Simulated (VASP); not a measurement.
Method: HSE06 screened hybrid, VASP's PBE PAW potentials (set 64) (plane waves; VASP).

A VASP calculation is set up with these files.

### INCAR
```
SYSTEM = CuSi63
PREC = Normal
ENCUT = 400
EDIFF = 1E-5
NELM = 50
ALGO = Normal
LREAL = Auto
LASPH = .TRUE.
ISMEAR = 0
SIGMA = 0.05
GGA = PE
LMAXMIX = 4
LWAVE = .FALSE.
LCHARG = .FALSE.
NELMIN = 4
ISYM = 0
NELECT = 262.0
HFSCREEN = 0.2
AEXX = 0.25
LHFCALC = .TRUE.
PRECFOCK = Fast
ISIF = 0
```

File KPOINTS:
```
Automatic mesh
0
Gamma
1 1 1
0 0 0
```

File POSCAR:
```
CuSi63
1
   10.9370747000     0.0000000000     0.0000000000
    0.0000000000    10.9370747000     0.0000000000
    0.0000000000     0.0000000000    10.9370747000
Si Cu
63 1
Direct
  0.4998125519   0.9998044293   0.0000323702
  0.6266120127   0.1226267467   0.1255354922
  0.7525063500   0.2472018952   0.0013489196
  0.8775414302   0.3730352171   0.1249838826
  0.7493790290   0.9989609119   0.2532115772
  0.8722635512   0.1271816198   0.3765365971
  0.9999918708   0.0002534347   0.0004625952
  0.1242687721   0.1240087639   0.1275638302
  0.2473758152   0.2470119704   0.9989959804
  0.3733130309   0.3729866198   0.1213560234
  0.4999799024   0.5000747029   0.0005263915
  0.6268050335   0.6270828230   0.1213370702
  0.7524538999   0.7531973546   0.9986965427
  0.8757872527   0.8762225664   0.1271907732
  0.2505701649   0.0012488324   0.2535669078
  0.3769617422   0.1279221409   0.3765408447
  0.4996304725   0.2499136934   0.2461960970
  0.6190741206   0.3824588051   0.3656823256
  0.7513393211   0.5011856532   0.2454559558
  0.8734381682   0.6239362033   0.3756993052
  0.4999342529   0.0001899791   0.5003740852
  0.6231541387   0.1279773884   0.6239284390
  0.7430825881   0.2575325192   0.4990232071
  0.8732193951   0.3761766867   0.6243966448
  0.7494494171   0.0014548500   0.7469389938
  0.8757143378   0.1238504078   0.8732549162
  0.0001992185   0.5002432648   0.0000369065
  0.1230554176   0.6270000255   0.1254004221
  0.2474735830   0.7530551938   0.0014625121
  0.3732442302   0.8773600085   0.1259257985
  0.0004068890   0.2497805453   0.2528991130
  0.1266626505   0.3762610207   0.3760084254
  0.2493405037   0.4986971978   0.2460815441
  0.3815718512   0.6176483499   0.3664385061
  0.5005623560   0.7501205849   0.2463885247
  0.6230645796   0.8726674767   0.3764023193
  0.0000370352   0.0000770088   0.5005192905
  0.1278317662   0.1273210271   0.6241450926
  0.2568409129   0.2574717930   0.5012853519
  0.3813010914   0.3824966158   0.6340871442
  0.6186360048   0.6178059304   0.6334078255
  0.7433086149   0.7429473771   0.5008840170
  0.8722156566   0.8729130021   0.6240467983
  0.2503930901   0.9987162419   0.7471634776
  0.3731644015   0.1225209319   0.8745543763
  0.5003044056   0.2499315903   0.7540738905
  0.6265568961   0.3732743234   0.8790742864
  0.7507352572   0.4989073240   0.7542624984
  0.8771415303   0.6271472215   0.8749091840
  0.9996212212   0.7503590261   0.2525410144
  0.1275956864   0.8728296799   0.3765486335
  0.0000256786   0.5001405256   0.5002961080
  0.1266213319   0.6238518076   0.6247140639
  0.2567345334   0.7424828783   0.4992323145
  0.3766131967   0.8723944198   0.6238612277
  0.9992871038   0.2495482462   0.7477568721
  0.1226112323   0.3729180355   0.8750121321
  0.2489199209   0.5010291756   0.7546849482
  0.3733838614   0.6269705279   0.8790342766
  0.4994683648   0.7500074522   0.7536440117
  0.6266265617   0.8774793972   0.8741720051
  0.0005039633   0.7505060198   0.7477597942
  0.1240840093   0.8762964991   0.8733169454
  0.5000367706   0.4993900387   0.4998385800
```

POTCAR, in this order: Si Cu (PBE.64 set). Program: vasp_gam. Read from the step before: WAVECAR.

The resulting files:

OSZICAR:
```
       N       E                     dE             d eps       ncg     rms          rms(c)
DAV:   1    -0.397837700966E+03   -0.39784E+03   -0.12599E+01   492   0.195E+01    0.193E+01
DAV:   2    -0.397888979190E+03   -0.51278E-01   -0.16896E+00   496   0.107E+01    0.126E+01
DAV:   3    -0.397872344198E+03    0.16635E-01   -0.17148E-01   520   0.435E+00    0.745E+00
DAV:   4    -0.397871250988E+03    0.10932E-02   -0.50246E-02   416   0.431E-01    0.431E+00
DAV:   5    -0.397868919178E+03    0.23318E-02   -0.62822E-03   508   0.835E-01    0.250E+00
DAV:   6    -0.397867992097E+03    0.92708E-03   -0.22290E-03   520   0.331E-01    0.141E+00
DAV:   7    -0.397867762443E+03    0.22965E-03   -0.46997E-04   440   0.493E-02    0.792E-01
DAV:   8    -0.397867685687E+03    0.76756E-04   -0.88905E-05   460   0.569E-02    0.450E-01
DAV:   9    -0.397867659636E+03    0.26051E-04   -0.18204E-05   228   0.297E-02    0.263E-01
DAV:  10    -0.397867654800E+03    0.48359E-05   -0.16579E-05   216   0.136E-02
   1 F= -.39786765E+03 E0= -.39786765E+03  d E =-.538229E-13
```

**OUTCAR**
```
------------------------ aborting loop because EDIFF is reached ----------------------------------------
  volume of cell :     1308.29
      direct lattice vectors                 reciprocal lattice vectors
    10.937074700  0.000000000  0.000000000     0.091432127  0.000000000  0.000000000
     0.000000000 10.937074700  0.000000000     0.000000000  0.091432127  0.000000000
     0.000000000  0.000000000 10.937074700     0.000000000  0.000000000  0.091432127
 POSITION                                       TOTAL-FORCE (eV/Angst)
 -----------------------------------------------------------------------------------
      5.46649     10.93494      0.00035         0.007382      0.000781      0.005739
      6.85330      1.34118      1.37299         0.026253      0.006683     -0.019928
      8.23022      2.70367      0.01475        -0.020186      0.013214     -0.008625
      9.59774      4.07991      1.36696        -0.013031     -0.003301      0.000984
      8.19601     10.92571      2.76939         0.017562     -0.011226     -0.027584
      9.54001      1.39099      4.11821         0.008805      0.006766     -0.093021
     10.93699      0.00277      0.00506         0.004678     -0.008867     -0.004242
      1.35914      1.35629      1.39518        -0.005162      0.006190     -0.035335
      2.70557      2.70159     10.92609         0.016711      0.017888     -0.002071
      4.08295      4.07938      1.32728         0.007559      0.022592     -0.002674
      5.46832      5.46935      0.00576        -0.000102      0.007446     -0.022903
      6.85541      6.85845      1.32707        -0.006149     -0.017713     -0.006904
      8.22964      8.23778     10.92282        -0.018283     -0.025690      0.009608
      9.57855      9.58331      1.39109        -0.002096     -0.007510     -0.029073
      2.74050      0.01366      2.77328        -0.004394      0.006825     -0.033571
      4.12286      1.39909      4.11826        -0.012090     -0.023657     -0.011359
      5.46450      2.73332      2.69267        -0.057314     -0.006473      0.015920
      6.77086      4.18298      3.99949         0.073279     -0.076939     -0.228309
      8.21745      5.48150      2.68457        -0.020219      0.055221      0.020456
      9.55286      6.82404      4.10905        -0.002388     -0.029575      0.017770
      5.46782      0.00208      5.47263         0.002762     -0.000763     -0.001218
      6.81548      1.39970      6.82395         0.007289     -0.016326      0.009098
      8.12715      2.81665      5.45785        -0.007187     -0.010530      0.110643
      9.55047      4.11427      6.82907        -0.000594      0.025812     -0.008291
      8.19678      0.01591      8.16933         0.002521     -0.001066      0.032611
      9.57775      1.35456      9.55085         0.003749      0.008690      0.029878
      0.00218      5.47120      0.00040        -0.004520     -0.009638      0.001871
      1.34587      6.85755      1.37151         0.003884      0.004010     -0.008029
      2.70664      8.23622      0.01600         0.025224     -0.027711     -0.011372
      4.08220      9.59575      1.37726        -0.019927     -0.004169     -0.024112
      0.00445      2.73187      2.76598         0.021281      0.008572     -0.014911
      1.38532      4.11519      4.11243         0.007219      0.025788      0.015491
      2.72706      5.45429      2.69141         0.003425     -0.040718      0.010005
      4.17328      6.75527      4.00777        -0.086264      0.092011     -0.241750
      5.47469      8.20412      2.69477         0.050400      0.001375      0.016885
      6.81450      9.54443      4.11674         0.007443      0.008720     -0.007112
      0.00041      0.00084      5.47422        -0.002382     -0.002515     -0.017221
      1.39811      1.39252      6.82632        -0.014670      0.003715      0.082169
      2.80909      2.81599      5.48260         0.003293     -0.012710     -0.115723
      4.17032      4.18339      6.93506        -0.082135     -0.070269      0.250921
      6.76607      6.75699      6.92763         0.089154      0.081124      0.256297
      8.12962      8.12567      5.47821        -0.013873      0.003950     -0.108685
      9.53949      9.54711      6.82525         0.011909     -0.003335      0.085636
      2.73857     10.92303      8.17178        -0.001453     -0.003923      0.021247
      4.08133      1.34002      9.56507        -0.016891      0.018644      0.024196
      5.47187      2.73352      8.24736         0.058776      0.005651     -0.005037
      6.85270      4.08253      9.61450        -0.013036      0.020699     -0.000177
      8.21085      5.45659      8.24943        -0.022826     -0.043170     -0.016480
      9.59336      6.85916      9.56895        -0.008103      0.004215      0.010033
     10.93293      8.20673      2.76206        -0.019854     -0.003663     -0.001398
      1.39552      9.54620      4.11834        -0.003476     -0.002764     -0.091972
      0.00028      5.47007      5.47178        -0.009817      0.001355      0.002554
      1.38487      6.82311      6.83254         0.007699     -0.023715     -0.013641
      2.80792      8.12059      5.46014         0.011497      0.013312      0.105328
      4.11905      9.54144      6.82322        -0.003518      0.010324      0.011115
     10.92928      2.72933      8.17827        -0.008263      0.021202     -0.006399
      1.34101      4.07863      9.57007         0.014577     -0.003104      0.018525
      2.72246      5.47979      8.25405         0.031806      0.054292     -0.021916
      4.08373      6.85722      9.61406         0.003822     -0.028039      0.004446
      5.46272      8.20289      8.24266        -0.054485     -0.001792     -0.006570
      6.85346      9.59706      9.56088         0.015967     -0.015792      0.030408
      0.00551      8.20834      8.17830         0.008307     -0.012288      0.004464
      1.35712      9.58412      9.55153        -0.005285     -0.006569      0.035855
      5.46894      5.46187      5.46677         0.005740     -0.001549      0.007461
 -----------------------------------------------------------------------------------
    total drift:                               -0.006205      0.007572      0.056805
  FREE ENERGIE OF THE ION-ELECTRON SYSTEM (eV)
  ---------------------------------------------------
  free  energy   TOTEN  =      -397.8676548000 eV

  energy  without entropy=     -397.8676548000  energy(sigma->0) =     -397.86765480

  exchange ACFDT corr.  =         0.00000000  see jH, gK, PRB 81, 115126
```
(Selected blocks of OUTCAR.)

The cell is charged, with a uniform compensating background. The supercell is sampled at Γ alone, which is coarse: total energies, pressure and levels can be off, energies of defects by several tenths of an eV.

The cell is a supercell with a defect, built from Si (diamond): Cu_Si, charge +1. The cell's shape comes from a PBE relaxation. The run is not spin-polarised, so no state with unpaired spins was tried.
